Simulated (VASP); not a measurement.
A run of VASP 6.6.1 is set up as follows.

The input INCAR:

```
ALGO = Fast
EDIFF = 1E-6
ENCUT = 520
GGA = CA
ISIF = 2
ISMEAR = 0
LASPH = True
LCHARG = True
LELF = True
LREAL = False
LVHAR = True
LWAVE = False
NBANDS = 11
NELM = 100
PREC = Accurate
SIGMA = 0.15
```

KPOINTS

```
k-points
0
Gamma
  20 20 20
```

The input POSCAR:

```
Pd
1.0
    0.0000000000      1.9449000000      2.0615940000
    1.9449000000      0.0000000000      2.0615940000
    1.9449000000      1.9449000000      0.0000000000
Pd
1
Direct
    0.0000000000      0.0000000000      0.0000000000
```

Potentials or basis: VASP PAW LDA potentials, release 64 (Pd).

The run is started by

```console
$ cat potpaw_LDA.64/Pd/POTCAR > POTCAR
$ mpirun -np 1 vasp_std > vasp.out
```

**Question.** Estimate the pressure.

**Answer.** -16.5 GPa.

**Question.** Predict the band gap on the k mesh.

**Answer.** None (metal or under the smearing width).

Stress tensor (GPa, compression positive):
```
-15.46   0.00   0.00
  0.00 -15.46   0.00
  0.00   0.00 -18.51
```

Caveat: so large a pressure means that the cell lies far from this level's equilibrium, or that cutoff or potentials fall short.
